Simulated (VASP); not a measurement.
RbAsPd: single point with r2SCAN

The system is RbAsPd.

```
As Pd Rb
1.0
     4.48517    0.00000    0.00000
     0.00000    4.48517    0.00000
     0.00000    0.00000    8.22009
As Pd Rb
2 2 2
Direct
  0.00000 0.50000 0.18840
  0.50000 0.00000 0.81160
  0.00000 0.00000 0.00000
  0.50000 0.50000 0.00000
  0.00000 0.50000 0.64340
  0.50000 0.00000 0.35660
```

The cell was built by a generator and needn't be a form met in nature.

* Program: VASP 6.6.1
* Task: single point
* Functional: r2SCAN
* Potentials or basis: VASP PAW PBE potentials, release 64 (As, Pd, Rb_sv)
* Cutoff: 520 eV
* k mesh: 4 × 4 × 3
* Occupations: methfessel-paxton, width 0.1244 eV
* Spin: no spin polarisation

```
Pressure               : -5.3 GPa
Largest force          : 1.976 eV/Å
Band gap on the k mesh : none (metal or under the smearing width)
```

Forces on the atoms (eV/Å):
```
As   0.000  0.000 -1.976
As   0.000  0.000  1.976
Pd   0.000  0.000  0.000
Pd   0.000  0.000  0.000
Rb   0.000  0.000  0.311
Rb   0.000  0.000 -0.311
```

Stress tensor (GPa, compression positive):
```
-4.89  0.00  0.00
 0.00 -4.89  0.00
 0.00  0.00 -6.26
```

Levels at points of the mesh, in eV from the Fermi level:
```
           k point  band 20  band 21  band 22  band 23  band 24  band 25  band 26  band 27  band 28  band 29
(0.00, 0.00, 0.00)    -1.67    -1.05    -0.69    -0.69     0.07     1.03     1.27     1.27     2.26     3.55
(0.50, 0.00, 0.00)    -2.39    -2.25    -2.25    -0.17    -0.17     0.50     0.50     2.96     2.96     3.96
(0.50, 0.50, 0.00)    -2.00    -1.59    -1.59    -1.19    -1.19    -0.57    -0.57     2.93     2.93     3.59
```

Wall time 3 min on 1 thread of AMD EPYC 9R45 96-Core Processor (Zen 5) (shared host), peak memory 0.31 GiB.

Caveat: the PAW data sets were made with another functional, which shifts forces and pressure a little.
